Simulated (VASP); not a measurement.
Shape and ions are relaxed at each volume.

Data:

```cif
data_Be2
_chemical_formula_sum 'Be2'
_space_group_name_H-M_alt 'P 1'
_space_group_IT_number 1
_cell_length_a 2.22872
_cell_length_b 2.22872
_cell_length_c 3.52149
_cell_angle_alpha 90.000
_cell_angle_beta 90.000
_cell_angle_gamma 120.000
loop_
_space_group_symop_operation_xyz
  'x, y, z'
loop_
_atom_site_label
_atom_site_type_symbol
_atom_site_fract_x
_atom_site_fract_y
_atom_site_fract_z
_atom_site_occupancy
Be1 Be 0.33333 0.66667 0.25000 1
Be2 Be 0.66667 0.33333 0.75000 1
```

These are PBE GGA with D3 dispersion (zero damping), VASP's PBE PAW potentials (set 64) (plane waves; VASP) values and carry that method's errors. Numerical set-up: 520 eV cut-off, 19×19×10 Γ-centred mesh, first-order Methfessel-Paxton smearing of 0.10 eV, potentials Be.

**Question.** Give the energy at these volumes per atom, relative to the lowest: 7.13, 7.35, 7.58, 7.81, 8.04 Å³.

**Answer.** 11.6, 2.7, 0.0, 2.8, 10.4 meV/atom. A third-order Birch-Murnaghan fit gives B0 = 129 GPa and B0′ = 3.4.

The compound is Be in the hcp structure. It was relaxed first, which changed the volume by -7 %.
